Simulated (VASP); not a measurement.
Data:

```
AuCu
1.0
    2.85600     0.00000     0.00000
    0.00000     2.85600     0.00000
    0.00000     0.00000     3.74340
Cu Au
1 1
Cartesian
  0.00000   0.00000   0.00000
  1.42800   1.42800   1.87170
```

These are PBE GGA, VASP's PBE PAW potentials (set 64) (plane waves; VASP) values and carry that method's errors. Settings: 400 eV cut-off, 11×11×9 Γ-centred mesh, Gaussian smearing of 0.10 eV, potentials Cu Au.

Question: Give the stress tensor in GPa (positive for a compressed cell).

Answer: 
```
-2.66   0.00   0.00
 0.00  -2.66   0.00
 0.00   0.00  -2.43
```
The pressure is its mean diagonal, -2.58 GPa.

The compound is CuAu in the L1_0 structure. The cell was not relaxed at this level. The run is one of a series of settings (ISMEAR = 0 against the base run), some of them coarse on purpose.
